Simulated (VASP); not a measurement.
Given:

```xyz
2
Lattice="0.0000 2.1217 2.1217 2.1217 0.0000 2.1217 2.1217 2.1217 0.0000" Properties=species:S:1:pos:R:3 pbc="T T T"
Mg     0.0000     0.0000     0.0000
O      2.1217     2.1217     2.1217
```

All values below come from PBE GGA, VASP's PBE PAW potentials (set 64) (plane waves; VASP). Numerical set-up: 480 eV cut-off, 10×10×10 Γ-centred mesh, Gaussian smearing of 0.050 eV, potentials Mg O.

### Question
Predict the energy per atom (σ→0), band gap (on the k-mesh) with the smallest direct gap where there is one.

### Answer

band gap (on the k-mesh): 4.51 eV
smallest direct gap (on the k-mesh): 4.51 eV
energy per atom (σ→0): -5.956 eV/atom

The absolute energy has meaning only against runs of the same code, potentials and settings.

The compound is MgO in the rock salt structure. It was relaxed first. The start is the result of an earlier pass.
